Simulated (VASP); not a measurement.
Input:

```
CELL_PARAMETERS angstrom
      1.22592    -2.12335     0.00000
      1.22592     2.12335     0.00000
      0.00000     0.00000     6.95958
ATOMIC_POSITIONS crystal
  C  0.00000 0.00000 0.25000
  C  0.00000 0.00000 0.75000
  C  0.33333 0.66667 0.25000
  C  0.66667 0.33333 0.75000
```

All values below come from vdW-DF2, VASP's PBE PAW potentials (set 64) (plane waves; VASP 6.6.1). Run with 520 eV cut-off, 10×10×3 Γ-centred mesh, Gaussian smearing of 0.050 eV, potentials C.

### Question
The ions and cell shape at fixed volume are relaxed. What does this cell relax into?

### Answer

```
CELL_PARAMETERS angstrom
      1.23687    -2.14232     0.00000
      1.23687     2.14232     0.00000
      0.00000     0.00000     6.83691
ATOMIC_POSITIONS crystal
  C  0.00000 0.00000 0.25000
  C  0.00000 0.00000 0.75000
  C  0.33333 0.66667 0.25000
  C  0.66667 0.33333 0.75000
```
Space group P6_3/mmc (194), at a tolerance of 0.03 Å.

### Question
How much energy does the relaxation gain?

### Answer
The energy (σ→0) changes by -5.8 meV/atom, in 3 ionic steps.

The compound is C in the graphite structure. This cell is one point of a volume scan, at 0.97 of the reference volume. Symmetry was kept, so distortions that lower it aren't found.
